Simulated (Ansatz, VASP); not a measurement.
# AlH3: VASP beside Ansatz

Aim: how closely do two programs agree when they are given the same cell, functional and k mesh? The cell is taken from a series of runs on this material, whose earlier steps may have relaxed, scaled, displaced or heated it; both programs get it as it stands.

Main program and level: Ansatz 0.2.0; plane waves, with VASP 6.6.1 beside it; single point at LDA.

## Step 1: The starting structure

It takes space group R-3c (No. 167, trigonal). The conventional cell has a = 4.449 Å, b = 4.449 Å, c = 11.804 Å, α = 90.00°, β = 90.00°, γ = 120.00°. Nearest to Al lie 6 H at 1.72 Å. Nearest to H lie 2 Al at 1.72 Å. Farther neighbours are not listed.

Structure file:

```xyz
8
Lattice="2.2247 1.2844 3.9346 -2.2247 1.2844 3.9346 0.0000 -2.5688 3.9346" Properties=species:S:1:pos:R:3 pbc="T T T"
Al    0.0000    0.0000    0.0000
Al    0.0000    0.0000    5.9019
H     0.5695    1.2844    6.8855
H    -1.3971   -0.1490    6.8855
H     0.8276   -1.1354    6.8855
H    -0.5695   -1.2844    4.9182
H     1.3971    0.1490    4.9182
H    -0.8276    1.1354    4.9182
```

## Step 2: VASP: single point, LDA

With cell and atoms fixed, the geometry can't cause a difference; cores, projectors, grids and the points listed under the comparison can.

Lines of VASP's logs that name or quote its potential files are left out, and so is its time.

The input, INCAR:

```
SYSTEM = AlH3
PREC = Accurate
ENCUT = 400
EDIFF = 1E-06
NELM = 120
ISMEAR = -1
SIGMA = 0.02
LREAL = .FALSE.
ALGO = Normal
GGA = PW92
NBANDS = 14
LORBIT = 11
LWAVE = .FALSE.
LCHARG = .FALSE.
ISIF = 2
LASPH = .TRUE.
GGA_COMPAT = .FALSE.
EFERMI = MIDGAP
KPAR = 2
```

The input, POSCAR:

```
AlH3
1.0
    2.2246500000      1.2844022764      3.9345666667
   -2.2246500000      1.2844022764      3.9345666667
    0.0000000000     -2.5688045527      3.9345666667
Al H
2 6
Direct
    0.0000000000      0.0000000000      0.0000000000
    0.5000000000      0.5000000000      0.5000000000
    0.8780000000      0.6220000000      0.2500000000
    0.2500000000      0.8780000000      0.6220000000
    0.6220000000      0.2500000000      0.8780000000
    0.1220000000      0.3780000000      0.7500000000
    0.7500000000      0.1220000000      0.3780000000
    0.3780000000      0.7500000000      0.1220000000
```

The input, KPOINTS:

```
Automatic mesh
0
Gamma
4 4 4
0 0 0
```

PAW data sets: Al and H (LDA family, release 64).

The run is started by

```sh
> mpirun -np 2 vasp_std
```

Numbers of over 12 decimals in the logs are rounded to 6 here.

Output:

```text
[banner, memory and clock lines left out]
running    2 mpi-ranks, on    1 nodes
 distrk:  each k-point on    1 cores,    2 groups
 distr:  one band on    1 cores,    1 groups

 POSCAR found type information on POSCAR AlH
 POSCAR found :  2 types and       8 ions
|                                                                             |
|               ----> ADVICE to this user running VASP <----                  |
|                                                                             |
|     You enforced a specific xc type in the INCAR file but a different       |
|     [... a line on the potential file left out ...]
|     I HOPE YOU KNOW WHAT YOU ARE DOING!                                     |
|                                                                             |

 LDA part: xc-table for (Slater(with rela. corr.)+PW92), standard interpolation
 POSCAR, INCAR and KPOINTS ok, starting setup
 FFT: planning ... GRIDC
 FFT: planning ... GRID_SOFT
 FFT: planning ... GRID
 WAVECAR not read
 entering main loop
       N       E                     dE             d eps       ncg     rms          rms(c)
DAV:   1    -0.510983722983E+01   -0.51098E+01   -0.38283E+03   372   0.531E+02
DAV:   2    -0.298739637168E+02   -0.24764E+02   -0.23177E+02   488   0.944E+01
DAV:   3    -0.310196712507E+02   -0.11457E+01   -0.11419E+01   462   0.185E+01
DAV:   4    -0.310270776275E+02   -0.74064E-02   -0.74062E-02   424   0.180E+00
DAV:   5    -0.310272061348E+02   -0.12851E-03   -0.12851E-03   460   0.236E-01    0.808E+00
DAV:   6    -0.298991492297E+02    0.11281E+01   -0.57269E-01   430   0.371E+00    0.423E+00
DAV:   7    -0.294480517180E+02    0.45110E+00   -0.86395E-01   442   0.476E+00    0.551E-01
DAV:   8    -0.294486203087E+02   -0.56859E-03   -0.18163E-02   376   0.826E-01    0.204E-01
DAV:   9    -0.294487063942E+02   -0.86086E-04   -0.10976E-03   478   0.180E-01    0.858E-02
DAV:  10    -0.294486275898E+02    0.78804E-04   -0.19212E-04   424   0.670E-02    0.995E-03
DAV:  11    -0.294486290747E+02   -0.14849E-05   -0.49747E-06   454   0.133E-02    0.579E-03
DAV:  12    -0.294486290791E+02   -0.43235E-08   -0.19965E-07   218   0.227E-03
   1 F= -.29448629E+02 E0= -.29448629E+02  d E =-.153691E-22
```

OUTCAR, selected parts (step 2):

```text
ion  position               nearest neighbor table
   1  0.000  0.000  0.000-   5 1.72   8 1.72   7 1.72   4 1.72   3 1.72   6 1.72   2 3.24   2 3.24
                             2 3.24   2 3.24   2 3.24   2 3.24
   2  0.500  0.500  0.500-   4 1.72   7 1.72   5 1.72   8 1.72   3 1.72   6 1.72   1 3.24   1 3.24
                             1 3.24   1 3.24   1 3.24   1 3.24
   3  0.878  0.622  0.250-   1 1.72   2 1.72
   4  0.250  0.878  0.622-   2 1.72   1 1.72
   5  0.622  0.250  0.878-   1 1.72   2 1.72
   6  0.122  0.378  0.750-   1 1.72   2 1.72
   7  0.750  0.122  0.378-   2 1.72   1 1.72
   8  0.378  0.750  0.122-   1 1.72   2 1.72

  LATTYP: Found a trigonal (rhomboedric) cell.
 ALAT       =     4.6988904738
 COS(alpha) =     0.5517061931

 Subroutine GETGRP returns: Found 12 space group operations
 (whereof  6 operations were pure point group operations)

The static configuration has the point symmetry S_6 .
 The point group associated with its full space group is D_3d.

 Found     13 irreducible k-points:

   k-points           NKPTS =     13   k-points in BZ     NKDIM =     13   number of bands    NBANDS=     14

   dimension x,y,z NGX =    32 NGY =   32 NGZ =   32
   dimension x,y,z NGXF=    64 NGYF=   64 NGZF=   64

   ENCUT  =  400.0 eV  29.40 Ry    5.42 a.u.   7.66  7.66  7.66*2*pi/ulx,y,z

   NELECT =      12.0000    total number of electrons

 k-points in reciprocal lattice and weights: Automatic mesh
   0.00000000  0.00000000  0.00000000       0.016
   0.25000000  0.00000000  0.00000000       0.094
   0.50000000  0.00000000  0.00000000       0.047
   0.25000000  0.25000000  0.00000000       0.094
   0.50000000  0.25000000  0.00000000       0.188
  -0.25000000  0.25000000  0.00000000       0.094
   0.50000000  0.50000000  0.00000000       0.047
   0.25000000  0.25000000  0.25000000       0.031
   0.50000000  0.25000000  0.25000000       0.094
  -0.25000000  0.25000000  0.25000000       0.094
   0.50000000  0.50000000  0.25000000       0.094
  -0.25000000  0.50000000  0.25000000       0.094
   0.50000000  0.50000000  0.50000000       0.016

 average (electrostatic) potential at core
       1 -75.8725       2 -75.8725       3 -33.3631       4 -33.3631       5 -33.3631
       6 -33.3631       7 -33.3631       8 -33.3631

 E-fermi :   1.8379

 k-point     1 :       0.0000    0.0000    0.0000
  band No.  band energies     occupation
    ...
      2      -1.5857      2.00000
      3      -0.9305      2.00000
      4      -0.9305      2.00000
      5       0.8090      2.00000
      6       0.8090      2.00000
      7       2.8188      0.00000
      8       6.4726      0.00000
      9       6.5428      0.00000
     10       6.5428      0.00000
     11       7.6407      0.00000
    ...

 k-point     2 :       0.2500    0.0000    0.0000
  band No.  band energies     occupation
    ...
      2      -2.9594      2.00000
      3      -1.3334      2.00000
      4      -1.0194      2.00000
      5       0.1140      2.00000
      6       0.3666      2.00000
      7       3.8787      0.00000
      8       5.6391      0.00000
      9       6.5304      0.00000
     10       7.0384      0.00000
     11       7.8379      0.00000
    ...

 k-point     3 :       0.5000    0.0000    0.0000
  band No.  band energies     occupation
    ...
      2      -5.5924      2.00000
      3      -0.8756      2.00000
      4      -0.8756      2.00000
      5      -0.5376      2.00000
      6      -0.5376      2.00000
      7       4.5307      0.00000
      8       4.5307      0.00000
      9       8.2739      0.00000
     10       8.2739      0.00000
     11      10.7566      0.00000
    ...

  Total       -0.7904056     -0.7904056     -0.9628910     -0.0000000     -0.0000000      0.0000000
  in kB      -18.7736922    -18.7736922    -22.8705594     -0.0000000     -0.0000000      0.0000000
  external PRESSURE =     -20.1393146 kB  Pullay stress =       0.0000000 kB

  energy-cutoff  :      400.00
  volume of cell :       67.45
      direct lattice vectors                 reciprocal lattice vectors
     2.224650000  1.284402276  3.934566667     0.224754456  0.129762046  0.084719198
    -2.224650000  1.284402276  3.934566667    -0.224754456  0.129762046  0.084719198
     0.000000000 -2.568804553  3.934566667     0.000000000 -0.259524091  0.084719198

 POSITION                                       TOTAL-FORCE (eV/Angst)
 -----------------------------------------------------------------------------------
      0.00000      0.00000      0.00000         0.000000      0.000000     -0.000000
      0.00000      0.00000      5.90185         0.000000      0.000000     -0.000000
      0.56951      1.28440      6.88549         0.075498      0.000000      0.000000
     -1.39708     -0.14899      6.88549        -0.037749      0.065383     -0.000000
      0.82757     -1.13541      6.88549        -0.037749     -0.065383     -0.000000
     -0.56951     -1.28440      4.91821        -0.075498      0.000000     -0.000000
      1.39708      0.14899      4.91821         0.037749     -0.065383     -0.000000
     -0.82757      1.13541      4.91821         0.037749      0.065383     -0.000000
 -----------------------------------------------------------------------------------
    total drift:                               -0.000000     -0.000000      0.000000

  FREE ENERGIE OF THE ION-ELECTRON SYSTEM (eV)
  ---------------------------------------------------
  free  energy   TOTEN  =       -29.4486290791 eV

  energy  without entropy=      -29.4486290791  energy(sigma->0) =      -29.44862908

 total charge
# of ion       s       p       d       tot
------------------------------------------
    1        0.363   0.398   0.000   0.761
    2        0.363   0.398   0.000   0.761
    3        0.581   0.006   0.000   0.587
    4        0.581   0.006   0.000   0.587
    5        0.581   0.006   0.000   0.587
    6        0.581   0.006   0.000   0.587
    7        0.581   0.006   0.000   0.587
    8        0.581   0.006   0.000   0.587
--------------------------------------------------
tot          4.212   0.831   0.000   5.043

[... 3 further parts left out ...]
```

The run ends at a pressure of -2.01 GPa, with forces up to 0.075 eV/Å.

## Step 3: Ansatz: single point, LDA

Ansatz runs on its default PAW (the set named soft_2) files.

The same cell, functional (in two slightly different forms), mesh and smearing now go to Ansatz, which takes its cutoff from its data sets.

The input, input.yaml:

```yaml
crystal:
  lattice:
    - [2.22465, 1.2844022764, 3.9345666667]
    - [-2.22465, 1.2844022764, 3.9345666667]
    - [0.0, -2.5688045527, 3.9345666667]
  atoms:
    - { symbol: Al, position: [0.0, 0.0, 0.0] }
    - { symbol: Al, position: [0.5, 0.5, 0.5] }
    - { symbol: H, position: [0.878, 0.622, 0.25] }
    - { symbol: H, position: [0.25, 0.878, 0.622] }
    - { symbol: H, position: [0.622, 0.25, 0.878] }
    - { symbol: H, position: [0.122, 0.378, 0.75] }
    - { symbol: H, position: [0.75, 0.122, 0.378] }
    - { symbol: H, position: [0.378, 0.75, 0.122] }
kpoints:
  mp_grid: { grid: [4, 4, 4] }
  band_path:
    path:
      - [[0.0, 0.0, 0.0], [0.5, 0.5, 0.5], [0.76229103, 0.23770897, 0.5]]
      - [[0.5, -0.23770897, 0.23770897], [0.5, 0.0, 0.0], [0.0, 0.0, 0.0], [0.36885449, -0.36885449, 0.0]]
      - [[0.63114551, 0.0, 0.36885449], [0.5, 0.0, 0.5], [0.0, 0.0, 0.0]]
    npoints: 10
hamiltonian:
  xc: lda
scf:
  occupations: { method: fermi_dirac, width: 0.02 }
  n_extra_bands: 35
output:
  eigenvalues: true
  fatbands: true
  write_density: true
  write_potential: true
  elf: true
  volumetric_format: npy
```

The run is started by

```sh
> ansatz run input.yaml --threads 3 --pin off --max-ram 92160MiB --backend cuda --events-out ev --progress --plain --runs-dir out --devices 1 --max-vram 13GiB
```

Output:

```text
scf.n_extra_bands = 35 over 6 filled bands (N_el = 12.0): the run solves 41 bands
GPUs: using 1 of 1 available (devices: 1).
Engine: ansatz 0.2.0, x86_64-unknown-linux-gnu
Pseudopotentials: kind: paw
Pseudopotential: Al, paw, valence charge 3, recommended cutoff 420 eV (normal), Al.paw.azcp
Pseudopotential: H, paw, valence charge 1, recommended cutoff 420 eV (normal), H.paw.azcp
Functional definition: SPW92
  exchange = slater_x
  correlation = pw_c
device memory: the entry about to start is reckoned to put 2.2 GiB on a device that reports 36.9 GiB free (of which the cap on the GPU budget leaves the run 13.0 GiB)
GPU FFT provider: cuFFT
GPU libraries: cuBLAS 13.8.2, cuFFT 12.4.0, cuSOLVER 12.3.4
Crystal: 8 atoms, lattice volume = 67.454 Å³
Basis set: ecut = 420 eV, 1309 PW (Γ)
Bands: 41, of which v1, the nominal top of the filled ones, is band 6 counted from 1 (5 counted from 0)
Symmetry: 12 space group operations
Space group: R-3c (ITA 167), of the structure as read, at distance tolerance 4.1e-5 Å
k-points: 13 of 64
Non-local potential: Al, projectors of the file, l = 0: 2, l = 1: 2, l = 2: 1
Non-local potential: H, projectors of the file, l = 0: 2, l = 1: 1
PAW form: soft (Blöchl's): semilocal exchange-correlation on the pseudo side does not see the compensation charge
PAW frozen core: Al, regenerated for the run's functional, and the local potential with it (the file was generated under x = pbe(κ = 0.804, μ = 0.219515), c = pbe(β = 0.066725))
PAW one-centre angular grid: Al, 110 points (default); XC on 64 Gauss nodes
PAW one-centre angular grid: H, 110 points (default); XC on 64 Gauss nodes
Initial density: superposition of atomic densities (neutral atoms: chi_scale 0, normalization atom), corrected by the library's trained network
Initial wavefunctions: pseudopotential atomic-orbital guess
GPU buffer pool allocated for 32768 grid points (all kernels)
GPU transforms: local potential and band sums: pruned to the plane-wave sphere, on 32×32×32
Functional: x = slater, c = lda
SCF iter   1: F=—  HF=-1119.660956 eV  |F-HF|=—  |Δ(HF+E_count)|=         —  Δρ=1.25e-2  dr2=7.07e-2  ethr=1.77e-3  ⟨swp⟩=5.3  Hψ=2581  notcnv=0  defer=119
preconditioner: auto → none  [insulator: Δε(μ)=1.819 eV  Ē_g=22.609 eV  σ=0.020 eV  W_gap=1.00  n_scr=14 (ndim 8)  ℏωp=15.7 eV  f_vac=0.000  D(μ)=0.00/eV (n_scr^D=0)  ε∞_Penn≈1.5]
SCF iter   2: F=—  HF=-1119.636019 eV  |F-HF|=—  |Δ(HF+E_count)|=   2.49e-2  Δρ=4.08e-3  dr2=7.48e-3  ethr=5.89e-4  ⟨swp⟩=1.2  Hψ=640  notcnv=0  defer=227
SCF iter   3: F=—  HF=-1119.633206 eV  |F-HF|=—  |Δ(HF+E_count)|=   2.81e-3  Δρ=1.67e-4  dr2=1.79e-5  ethr=6.23e-5  ⟨swp⟩=3.0  Hψ=327  notcnv=0  defer=367
SCF iter   4: F=—  HF=-1119.633211 eV  |F-HF|=—  |Δ(HF+E_count)|=   5.02e-6  Δρ=2.96e-5  dr2=2.56e-7  ethr=1.50e-7  ⟨swp⟩=2.0  Hψ=243  notcnv=0  defer=367
iter 5 did not close the SCF: its close was put off for the readings that it lacked (scf_convergence_deferred on its scf_iter line)
SCF iter   5: F=-1119.633212 eV  HF=-1119.633212 eV  |F-HF|=5.36e-10  |Δ(HF+E_count)|=   5.64e-8  Δρ=2.27e-6  dr2=2.25e-9  ethr=2.13e-9  ⟨swp⟩=2.0  Hψ=244  notcnv=0  defer=367
SCF iter   6: F=-1119.633212 eV  HF=-1119.633212 eV  |F-HF|=9.09e-13  |Δ(HF+E_count)|=  5.24e-10  Δρ=1.09e-7  dr2=5.31e-12  ethr=1.87e-11  ⟨swp⟩=8.4  Hψ=3284  notcnv=0
SCF 1 converged in 6 iterations: F = -1119.633212 eV  dr2 = 5.31e-12
  greatest PAW one-centre occupation: 0.398 electrons in one spin orbital (limit 2), on the Al atom at site 1 (counted from 0), in its partial waves of l = 0
device memory: the entry about to start is reckoned to put 3.1 GiB on a device that reports 37.8 GiB free (of which the cap on the GPU budget leaves the run 13.0 GiB)
NSCF: frozen V_eff on 73 k-points, pencils in batches of 32, up to order 184
SCF converged after 6 iterations
Free energy (F): -1119.633212 eV
Harris-Foulkes:  -1119.633212 eV  (|F-HF|=9.09e-13)
Internal energy: -1119.633212 eV  (E = F + TS)
E sigma→0 (E₀):  -1119.633212 eV
Fermi energy:    2.035230 eV
--- Per-component energies (eV) ---
  E_band       = -26.370643
  E_kinetic    = 130.287235
  E_local      = -91.371060  (includes V_loc(G=0)·N_el)
  E_nonlocal   = 29.127442
  E_hartree    = 22.799400
  E_xc         = -132.074293
  E_vxc        = -128.402118  (∫ρ·V_xc dr)
  E_paw        = -889.346250  (= ΣΔE_a)
  E_vpaw       = -11.603580  (= ΣTr[D̂ρ^β])
  E_aug_tail   = -0.007369  (compensation charges beyond the density's cutoff)
  E_ewald      = -189.159750
  E_core_change = 0.111433  (= ΣΔE_core)
  E_smearing   = -0.000000  (= −TS)
  E_closure    = 0.000000  (closes the sum)
  Σ components = -1119.633212   (vs F -1119.633212, Δ=0.00e0)
--- Band table (eV; the first three rows and the last of 13) ---
  k-point 0: bands = [... 2 lower, -0.7450, -0.7450, 0.9856, 0.9856, 2.9986, 6.6506, 6.7334, 6.7334, ... 31 higher]
  k-point 1: bands = [... 2 lower, -1.1473, -0.8346, 0.2945, 0.5465, 4.0613, 5.8269, 6.7124, 7.2199, ... 31 higher]
  k-point 2: bands = [... 2 lower, -0.6921, -0.6921, -0.3537, -0.3537, 4.7160, 4.7160, 8.4512, 8.4512, ... 31 higher]
  k-point 12: bands = [... 2 lower, -0.2340, -0.2340, -0.2340, -0.2340, 5.5886, 5.5886, 9.2020, 9.2020, ... 31 higher]
```

The column dr2 measures how far the density is from self-consistency, as an energy; F and HF (Harris–Foulkes) agree once it is small.

## Step 4: Differences

Known differences besides the potentials themselves: the cutoff is 420 eV in Ansatz and 400 eV in VASP; VASP's log shows a relativistic correction to its local exchange, Ansatz's none. Total energies have different zeros and are not compared.

Both answers:

```csv
quantity,Ansatz,VASP,difference
gap on the k mesh (eV),1.964,1.962,+0.002
```

A gap on the mesh is an upper bound, since the band edges may lie between its points.

## Step 5: Summary of results

| Property | Result |
| --- | --- |
| difference in gap on the k mesh (single point, LDA) | 0.0024 eV |

The difference in gap on the k mesh is 0.0024 eV (single point, LDA), within the 0.08 eV picked in this series as the mark of a large difference. How closely two codes agree says nothing of how well the functional describes the real material.

[Lines on the potential files, build, host, timing and source positions are cut from VASP's logs without a mark.]

[Logs are printed without paths, hosts, clocks, repeated set-up lines and the standing remarks that a program may print on its own settings, such as how far it seeks lower states.]

[Hosts, paths, dates, database ids (printed as entryN), source tags and the programs' standing remarks are cut or masked in the printed files.]
